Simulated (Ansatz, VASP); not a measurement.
# Cross-check of TiC between VASP and Ansatz, part 2 of 3

One calculation is typed for both programs; each brings its own data sets. How far apart do they land? The cell is taken from a series of runs on this material, whose earlier steps may have relaxed, scaled, displaced or heated it; both programs get it as it stands.

VASP 6.6.1 and Ansatz 0.2.0.

So far: The structure; Ansatz: zone-centre phonons, PBEsol, pair 1.

## 3. VASP: zone-centre phonons, PBEsol, pair 1

Level of this step: PBEsol; plane waves and PAW (C, Ti_sv) (VASP).

The same cell, functional, mesh and smearing now go to VASP, with its own data sets.

Lines of VASP's logs that name or quote its potential files are left out, and so is its time.

INCAR reads:

```
SYSTEM = TiC
PREC = Accurate
ENCUT = 600
EDIFF = 1E-08
NELM = 120
ISMEAR = 1
SIGMA = 0.2
LREAL = .FALSE.
ALGO = Normal
GGA = PS
NBANDS = 14
LASPH = .TRUE.
LORBIT = 11
LWAVE = .FALSE.
LCHARG = .FALSE.
ISIF = 2
IBRION = 8
GGA_COMPAT = .FALSE.
KPAR = 2
```

POSCAR reads:

```
TiC
1.0
    0.0000000000      2.1629638187      2.0605855855
    2.1629638187      0.0000000000      2.0605855855
    2.1629638187      2.1629638187      0.0000000000
C Ti
1 1
Direct
    0.5000000000      0.5000000000      0.5000000000
    0.0000000000      0.0000000000      0.0000000000
```

KPOINTS reads:

```
Automatic mesh
0
Gamma
16 16 16
0 0 0
```

The projector-augmented-wave data sets are C and Ti_sv (PBE family, release 64).

Run with:

```
> mpirun -np 2 vasp_std
```

Numbers of over 12 decimals in the logs are rounded to 6 here.

Output:

```text
[banner, memory and clock lines left out]
running    2 mpi-ranks, on    1 nodes
 distrk:  each k-point on    1 cores,    2 groups
 distr:  one band on    1 cores,    1 groups

 POSCAR found type information on POSCAR C Ti
 POSCAR found :  2 types and       2 ions
|                                                                             |
|               ----> ADVICE to this user running VASP <----                  |
|                                                                             |
|     You enforced a specific xc type in the INCAR file but a different       |
|     [... a line on the potential file left out ...]
|     I HOPE YOU KNOW WHAT YOU ARE DOING!                                     |
|                                                                             |

 LDA part: xc-table for (Slater+PW92), standard interpolation
 POSCAR, INCAR and KPOINTS ok, starting setup
 FFT: planning ... GRIDC
 FFT: planning ... GRID_SOFT
 FFT: planning ... GRID
 WAVECAR not read
 entering main loop
       N       E                     dE             d eps       ncg     rms          rms(c)
DAV:   1     0.127271727895E+03    0.12727E+03   -0.89288E+03  9786   0.153E+03
DAV:   2    -0.161868348196E+02   -0.14346E+03   -0.13475E+03 10228   0.373E+02
DAV:   3    -0.246801262700E+02   -0.84933E+01   -0.82775E+01 13040   0.870E+01
DAV:   4    -0.250154518326E+02   -0.33533E+00   -0.33504E+00 12080   0.159E+01
DAV:   5    -0.250246644727E+02   -0.92126E-02   -0.92121E-02 13284   0.224E+00    0.197E+01
DAV:   6    -0.202300608950E+02    0.47946E+01   -0.12239E+01 13998   0.604E+01    0.653E+00
DAV:   7    -0.197738773723E+02    0.45618E+00   -0.18798E+00 11792   0.206E+01    0.554E+00
DAV:   8    -0.197422528889E+02    0.31624E-01   -0.12327E-01 11096   0.468E+00    0.269E+00
DAV:   9    -0.197450755788E+02   -0.28227E-02   -0.73227E-02 12194   0.290E+00    0.826E-01
DAV:  10    -0.197433272170E+02    0.17484E-02   -0.86929E-03 13332   0.132E+00    0.582E-01
DAV:  11    -0.197421993157E+02    0.11279E-02   -0.37697E-03 10546   0.901E-01    0.634E-02
DAV:  12    -0.197421686424E+02    0.30673E-04   -0.27672E-04 11068   0.240E-01    0.103E-02
DAV:  13    -0.197421610081E+02    0.76343E-05   -0.16411E-05 13644   0.547E-02    0.442E-03
DAV:  14    -0.197421605027E+02    0.50545E-06   -0.59341E-07 13212   0.120E-02    0.367E-03
DAV:  15    -0.197421604163E+02    0.86395E-07   -0.11862E-07 13182   0.367E-03    0.508E-04
DAV:  16    -0.197421604211E+02   -0.48208E-08   -0.12356E-08  8740   0.112E-03
   1 F= -.19742160E+02 E0= -.19742267E+02  d E =0.321095E-03
 Linear response reoptimize wavefunctions to high precision
DAV:   1    -0.197421604151E+02    0.60322E-08   -0.23714E-09 10226   0.552E-04
DAV:   2    -0.197421604151E+02   -0.19782E-10   -0.11502E-10  5882   0.104E-04
 Linear response DOF=           4
 Linear response progress:
  Degree of freedom:   1/  4
       N       E                     dE             d eps       ncg     rms          rms(c)
RMM:   1    -0.124175787466E+00   -0.12418E+00   -0.40857E-02 38457   0.214E+00
RMM:   2    -0.116057960313E+00    0.81178E-02   -0.51353E-03 33748   0.534E-01    0.137E-01
RMM:   3    -0.116721738528E+00   -0.66378E-03   -0.18260E-03 35305   0.226E-01    0.638E-02
RMM:   4    -0.117698337932E+00   -0.97660E-03   -0.63868E-04 36244   0.138E-01    0.147E-02
RMM:   5    -0.117825518010E+00   -0.12718E-03   -0.13595E-04 40649   0.540E-02    0.257E-03
RMM:   6    -0.117810187397E+00    0.15331E-04   -0.18719E-05 40195   0.215E-02    0.128E-03
RMM:   7    -0.117804478037E+00    0.57094E-05   -0.37135E-06 40881   0.101E-02    0.616E-04
RMM:   8    -0.117809604772E+00   -0.51267E-05   -0.74570E-07 40942   0.494E-03    0.299E-04
RMM:   9    -0.117807439524E+00    0.21652E-05    0.13840E-07 41259   0.268E-03    0.108E-04
RMM:  10    -0.117807662298E+00   -0.22277E-06   -0.76931E-07 40825   0.142E-03    0.445E-05
RMM:  11    -0.117807571840E+00    0.90458E-07   -0.34710E-08 42340   0.776E-04    0.196E-05
RMM:  12    -0.117807602640E+00   -0.30800E-07   -0.20662E-07 41600   0.415E-04    0.576E-06
RMM:  13    -0.117807646066E+00   -0.43426E-07   -0.89047E-08 42902   0.234E-04    0.454E-06
RMM:  14    -0.117807632021E+00    0.14045E-07   -0.61033E-08 42156   0.131E-04    0.678E-06
RMM:  15    -0.117807636190E+00   -0.41687E-08   -0.87956E-09 41293   0.772E-05    0.179E-06
 first order change of Fermi-energy  -0.33057E-03
 force on displaced ion       1 direction 1 :  -9.719   0.000   0.000
 Linear response progress:
  Degree of freedom:   2/  4
       N       E                     dE             d eps       ncg     rms          rms(c)
RMM:   1    -0.128874434785E+00   -0.12887E+00   -0.52041E-02 19987   0.269E+00
RMM:   2    -0.118260973746E+00    0.10613E-01   -0.70491E-03 19031   0.642E-01    0.151E-01
RMM:   3    -0.118993484861E+00   -0.73251E-03   -0.26622E-03 19861   0.275E-01    0.700E-02
RMM:   4    -0.120089334561E+00   -0.10958E-02   -0.78231E-04 19955   0.161E-01    0.163E-02
RMM:   5    -0.120237941628E+00   -0.14861E-03   -0.19081E-04 22687   0.681E-02    0.347E-03
RMM:   6    -0.120242972688E+00   -0.50311E-05   -0.25282E-05 22555   0.287E-02    0.202E-03
RMM:   7    -0.120239311773E+00    0.36609E-05   -0.61574E-06 22640   0.140E-02    0.975E-04
RMM:   8    -0.120242907789E+00   -0.35960E-05   -0.10867E-06 22304   0.717E-03    0.438E-04
RMM:   9    -0.120240420877E+00    0.24869E-05   -0.11300E-06 23019   0.381E-03    0.180E-04
RMM:  10    -0.120240701210E+00   -0.28033E-06   -0.10399E-06 22294   0.202E-03    0.127E-04
RMM:  11    -0.120240497504E+00    0.20371E-06   -0.49752E-07 22377   0.110E-03    0.788E-05
RMM:  12    -0.120240510215E+00   -0.12711E-07   -0.19143E-07 23654   0.577E-04    0.634E-05
RMM:  13    -0.120240499054E+00    0.11161E-07   -0.42115E-07 23051   0.310E-04    0.297E-05
RMM:  14    -0.120240564518E+00   -0.65464E-07   -0.14286E-07 23730   0.166E-04    0.242E-05
RMM:  15    -0.120240578187E+00   -0.13668E-07   -0.40244E-08 21434   0.111E-04    0.126E-05
RMM:  16    -0.120240575455E+00    0.27314E-08   -0.34561E-08 22955   0.610E-05    0.235E-06
 first order change of Fermi-energy   0.34510E-03
 force on displaced ion       1 direction 3 :   0.000   0.000 -15.436
 Linear response progress:
  Degree of freedom:   3/  4
       N       E                     dE             d eps       ncg     rms          rms(c)
RMM:   1    -0.711958286367E+00   -0.71196E+00    0.38497E+00 17543   0.136E+02
RMM:   2    -0.683634836418E+00    0.28323E-01   -0.23894E-01 29647   0.501E+00    0.235E-01
RMM:   3    -0.682431101629E+00    0.12037E-02   -0.18645E-02 34914   0.118E+00    0.117E-01
RMM:   4    -0.681775536470E+00    0.65557E-03   -0.77634E-03 38531   0.526E-01    0.212E-02
RMM:   5    -0.682420489982E+00   -0.64495E-03   -0.12077E-03 40868   0.209E-01    0.101E-02
RMM:   6    -0.682751492583E+00   -0.33100E-03   -0.32299E-04 40907   0.919E-02    0.728E-03
RMM:   7    -0.683082935109E+00   -0.33144E-03   -0.77772E-05 37640   0.464E-02    0.244E-03
RMM:   8    -0.683196919898E+00   -0.11398E-03   -0.35482E-05 40963   0.248E-02    0.215E-03
RMM:   9    -0.683108097314E+00    0.88823E-04   -0.17814E-05 38720   0.146E-02    0.972E-04
RMM:  10    -0.683144577245E+00   -0.36480E-04   -0.11484E-05 40064   0.860E-03    0.123E-04
RMM:  11    -0.683151277800E+00   -0.67006E-05   -0.86813E-06 42925   0.556E-03    0.438E-05
RMM:  12    -0.683150903314E+00    0.37449E-06   -0.62907E-06 42626   0.383E-03    0.890E-05
RMM:  13    -0.683147691996E+00    0.32113E-05   -0.48022E-06 40318   0.290E-03    0.207E-04
RMM:  14    -0.683152958851E+00   -0.52669E-05   -0.37886E-06 37186   0.231E-03    0.902E-05
RMM:  15    -0.683153855045E+00   -0.89619E-06   -0.32083E-06 41590   0.181E-03    0.796E-05
RMM:  16    -0.683154521871E+00   -0.66683E-06   -0.24448E-06 41181   0.148E-03    0.709E-05
RMM:  17    -0.683154454221E+00    0.67650E-07   -0.19685E-06 41343   0.123E-03    0.831E-05
 first order change of Fermi-energy   0.40465E-03
 force on displaced ion       2 direction 1 :  -9.750   0.000   0.000
 Linear response progress:
  Degree of freedom:   4/  4
       N       E                     dE             d eps       ncg     rms          rms(c)
RMM:   1    -0.641527855035E+00   -0.64153E+00    0.10700E+01  9907   0.141E+02
RMM:   2    -0.612861171188E+00    0.28667E-01   -0.25117E-01 16607   0.504E+00    0.244E-01
RMM:   3    -0.611195062862E+00    0.16661E-02   -0.19380E-02 19518   0.119E+00    0.121E-01
RMM:   4    -0.610273068345E+00    0.92199E-03   -0.81507E-03 21189   0.538E-01    0.230E-02
RMM:   5    -0.610765236460E+00   -0.49217E-03   -0.13444E-03 22707   0.215E-01    0.111E-02
RMM:   6    -0.611071185824E+00   -0.30595E-03   -0.33289E-04 22537   0.914E-02    0.873E-03
RMM:   7    -0.611358406686E+00   -0.28722E-03   -0.70647E-05 20875   0.434E-02    0.336E-03
RMM:   8    -0.611546411077E+00   -0.18800E-03   -0.30777E-05 21305   0.244E-02    0.267E-03
RMM:   9    -0.611459436907E+00    0.86974E-04   -0.19056E-05 21661   0.134E-02    0.411E-04
RMM:  10    -0.611467261156E+00   -0.78242E-05   -0.11916E-05 23243   0.766E-03    0.283E-04
RMM:  11    -0.611481363822E+00   -0.14103E-04   -0.93984E-06 22475   0.486E-03    0.598E-05
RMM:  12    -0.611479042468E+00    0.23214E-05   -0.72888E-06 23392   0.335E-03    0.794E-05
RMM:  13    -0.611478461507E+00    0.58096E-06   -0.57580E-06 23491   0.250E-03    0.128E-04
RMM:  14    -0.611480185827E+00   -0.17243E-05   -0.44272E-06 21915   0.197E-03    0.101E-04
RMM:  15    -0.611481278700E+00   -0.10929E-05   -0.37840E-06 21943   0.161E-03    0.837E-05
RMM:  16    -0.611481686451E+00   -0.40775E-06   -0.31883E-06 23561   0.135E-03    0.825E-05
RMM:  17    -0.611481677100E+00    0.93511E-08   -0.25909E-06 23042   0.115E-03    0.929E-05
 first order change of Fermi-energy  -0.14140E-03
 force on displaced ion       2 direction 3 :   0.000   0.000 -15.477
 Linear response finished
```

From OUTCAR (step 3):

```text
ion  position               nearest neighbor table
   1  0.500  0.500  0.500-   2 2.06   2 2.06   2 2.16   2 2.16   2 2.16   2 2.16
   2  0.000  0.000  0.000-   1 2.06   1 2.06   1 2.16   1 2.16   1 2.16   1 2.16

  LATTYP: Found a body centered tetragonal cell.
 ALAT       =     3.0588927673
 C/A-ratio  =     1.3472754635

 Subroutine GETGRP returns: Found 16 space group operations
 (whereof 16 operations were pure point group operations)

The static configuration has the point symmetry D_4h.

 Found    349 irreducible k-points:

   k-points           NKPTS =    349   k-points in BZ     NKDIM =    349   number of bands    NBANDS=     14

   dimension x,y,z NGX =    24 NGY =   24 NGZ =   24
   dimension x,y,z NGXF=    48 NGYF=   48 NGZF=   48

   ENCUT  =  600.0 eV  44.10 Ry    6.64 a.u.   5.97  5.97  6.11*2*pi/ulx,y,z

   NELECT =      16.0000    total number of electrons

 k-points in reciprocal lattice and weights: Automatic mesh
   0.00000000  0.00000000  0.00000000       0.000
   0.06250000  0.00000000  0.00000000       0.002
   0.12500000  0.00000000  0.00000000       0.002
   0.18750000  0.00000000  0.00000000       0.002
   0.25000000  0.00000000  0.00000000       0.002
   0.31250000 -0.00000000  0.00000000       0.002
   0.37500000  0.00000000  0.00000000       0.002
   0.43750000 -0.00000000  0.00000000       0.002
   0.50000000  0.00000000  0.00000000       0.001
[...]
-0.31250000  0.18750000  0.50000000       0.001
  -0.25000000  0.25000000  0.50000000       0.000

 average (electrostatic) potential at core
       1 -43.9656       2 -70.1394

  Total        0.0206462      0.0206462      3.0686148      0.0000000      0.0000000     -0.0000000
  in kB        1.7156640      1.7156640    254.9962518      0.0000000      0.0000000     -0.0000000
  external PRESSURE =      86.1425266 kB  Pullay stress =       0.0000000 kB

  energy-cutoff  :      600.00
  volume of cell :       19.28
      direct lattice vectors                 reciprocal lattice vectors
     0.000000000  2.162963819  2.060585586    -0.231164292  0.231164292  0.242649470
     2.162963819  0.000000000  2.060585586     0.231164292 -0.231164292  0.242649470
     2.162963819  2.162963819  0.000000000     0.231164292  0.231164292 -0.242649470

 POSITION                                       TOTAL-FORCE (eV/Angst)
 -----------------------------------------------------------------------------------
      2.16296      2.16296      2.06059         0.000000      0.000000     -0.000000
      0.00000      0.00000      0.00000         0.000000     -0.000000      0.000000
 -----------------------------------------------------------------------------------
    total drift:                                0.000000     -0.000000     -0.000000

 Eigenvectors and eigenvalues of the dynamical matrix
 ----------------------------------------------------

   1 f  =   19.826711 THz   124.574898 2PiTHz  661.347885 cm-1    81.996650 meV
             X         Y         Z           dx          dy          dz
      2.162964  2.162964  2.060586     0.000000    0.000000    0.893885
      0.000000  0.000000  0.000000     0.000000    0.000000   -0.448297

   2 f  =   15.733119 THz    98.854101 2PiTHz  524.800353 cm-1    65.066922 meV
             X         Y         Z           dx          dy          dz
      2.162964  2.162964  2.060586    -0.893831    0.000000    0.000000
      0.000000  0.000000  0.000000     0.448404   -0.000000    0.000000

   3 f  =   15.733119 THz    98.854101 2PiTHz  524.800353 cm-1    65.066922 meV
             X         Y         Z           dx          dy          dz
      2.162964  2.162964  2.060586     0.000000    0.893831    0.000000
      0.000000  0.000000  0.000000     0.000000   -0.448404    0.000000

   4 f/i=    0.010181 THz     0.063970 2PiTHz    0.339605 cm-1     0.042106 meV
             X         Y         Z           dx          dy          dz
      2.162964  2.162964  2.060586    -0.409010    0.183784    0.000000
      0.000000  0.000000  0.000000    -0.815306    0.366348    0.000000

   5 f/i=    0.010181 THz     0.063970 2PiTHz    0.339605 cm-1     0.042106 meV
             X         Y         Z           dx          dy          dz
      2.162964  2.162964  2.060586     0.183784    0.409010    0.000000
      0.000000  0.000000  0.000000     0.366348    0.815306    0.000000

   6 f/i=    0.010447 THz     0.065639 2PiTHz    0.348465 cm-1     0.043204 meV
             X         Y         Z           dx          dy          dz
      2.162964  2.162964  2.060586     0.000000    0.000000   -0.448297
      0.000000  0.000000  0.000000     0.000000    0.000000   -0.893885

 ELASTIC MODULI CONTR FROM IONIC RELAXATION (kBar)
 Direction    XX          YY          ZZ          XY          YZ          ZX
 --------------------------------------------------------------------------------
 XX           0.0000      0.0000      0.0000      0.0000      0.0000      0.0000
 YY           0.0000      0.0000      0.0000      0.0000      0.0000      0.0000
 ZZ           0.0000      0.0000      0.0000      0.0000      0.0000      0.0000
 XY           0.0000      0.0000      0.0000      0.0000      0.0000      0.0000
 YZ           0.0000      0.0000      0.0000      0.0000      0.0000      0.0000
 ZX           0.0000      0.0000      0.0000      0.0000      0.0000      0.0000
 --------------------------------------------------------------------------------
```

## 4. Comparison

Known differences besides the potentials themselves: the cutoff is 420 eV in Ansatz and 600 eV in VASP; Ansatz makes its cores anew for this functional, VASP keeps those of its PBE data sets. Total energies have different zeros and are not compared.

The two programs side by side:

```csv
quantity,Ansatz,VASP,difference
optical mode 1 to 2 (cm⁻¹),524.1,524.8,-0.14 %
optical mode 3 (cm⁻¹),658.9,661.3,-0.36 %
```

Modes are paired by rising frequency, not by their patterns, so a pair may set unlike modes beside each other; they are those without the splitting of longitudinal modes.

[end of part 2 of 3]

[Lines on the potential files, build, host, timing and source positions are cut from VASP's logs without a mark.]

[Logs are printed without paths, hosts, clocks, repeated set-up lines and the standing remarks that a program may print on its own settings, such as how far it seeks lower states.]

[Hosts, paths, dates, database ids (printed as entryN), source tags and the programs' standing remarks are cut or masked in the printed files.]
